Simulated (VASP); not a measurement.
```
CELL_PARAMETERS angstrom
      2.68588     0.00000     0.00000
      0.00000     2.68588     0.00000
      0.00000     0.00000     3.71297
ATOMIC_POSITIONS crystal
  Fe 0.00000 0.00000 0.00000
  Pt 0.50000 0.50000 0.50000
```
Starting moments (μB, in the order of the record's atoms Fe Pt): 2.9 0.3.

All values below come from PBEsol GGA, VASP's PBE PAW potentials (set 64) (plane waves; VASP). Settings: 400 eV cut-off, Gaussian smearing of 0.050 eV, potentials Fe Pt.

Q: Give the spin-up energies of bands 1 to 13 at the high-symmetry points, in eV from the Fermi level.

A: 
```json
[
 {"band": "1", "Γ": "-9.89", "X": "-6.38", "M": "-7.17", "Z": "-8.06", "R": "-6.77", "A": "-6.37"},
 {"band": "2", "Γ": "-6.58", "X": "-5.01", "M": "-5.92", "Z": "-5.98", "R": "-6.74", "A": "-5.02"},
 {"band": "3", "Γ": "-6.43", "X": "-4.64", "M": "-5.92", "Z": "-5.91", "R": "-3.74", "A": "-5.02"},
 {"band": "4", "Γ": "-3.45", "X": "-4.39", "M": "-5.90", "Z": "-3.61", "R": "-3.74", "A": "-4.18"},
 {"band": "5", "Γ": "-3.45", "X": "-3.47", "M": "-1.22", "Z": "-2.92", "R": "-3.46", "A": "-3.51"},
 {"band": "6", "Γ": "-2.95", "X": "-3.41", "M": "-0.88", "Z": "-2.60", "R": "-3.04", "A": "-3.51"},
 {"band": "7", "Γ": "-1.99", "X": "-2.74", "M": "-0.40", "Z": "-2.22", "R": "-1.06", "A": "-2.23"},
 {"band": "8", "Γ": "-1.87", "X": "-2.42", "M": "-0.37", "Z": "-2.22", "R": "-0.76", "A": "-1.79"},
 {"band": "9", "Γ": "-0.42", "X": "-2.04", "M": "-0.37", "Z": "-2.16", "R": "-0.67", "A": "-0.88"},
 {"band": "10", "Γ": "-0.27", "X": "-1.61", "M": "0.73", "Z": "-2.16", "R": "-0.60", "A": "0.73"},
 {"band": "11", "Γ": "-0.27", "X": "0.33", "M": "1.66", "Z": "-1.70", "R": "-0.41", "A": "7.01"},
 {"band": "12", "Γ": "2.09", "X": "2.25", "M": "1.66", "Z": "-0.75", "R": "-0.29", "A": "7.01"},
 {"band": "13", "Γ": "9.90", "X": "10.51", "M": "8.02", "Z": "15.69", "R": "4.99", "A": "7.97"}
]
```

Q: Give the spin-down energies of bands 1 to 13 at the high-symmetry points, in eV from the Fermi level.

A: 
```tsv
band	Γ	X	M	Z	R	A
1	-9.72	-6.24	-6.78	-7.96	-6.38	-6.19
2	-6.07	-4.79	-5.18	-5.76	-6.27	-4.81
3	-6.03	-4.43	-5.18	-5.43	-2.99	-4.81
4	-2.41	-3.57	-4.93	-2.69	-2.97	-2.10
5	-2.41	-2.52	1.07	-1.91	-2.27	-1.54
6	-0.86	-1.36	1.29	-1.91	-0.51	-1.43
7	-0.70	-1.27	1.68	-1.48	-0.49	-1.43
8	0.53	-0.98	1.82	-0.50	-0.46	0.72
9	1.71	0.49	1.82	0.06	1.00	1.07
10	1.76	0.74	1.85	0.47	1.55	1.87
11	1.76	2.56	1.85	0.47	1.65	7.76
12	2.32	2.71	1.86	1.46	1.66	7.76
13	10.74	11.31	8.83	16.18	5.94	9.00
```

It has no gap at this level: it comes out as a metal or semimetal.

The compound is FePt in the L1_0 structure. It was relaxed first.
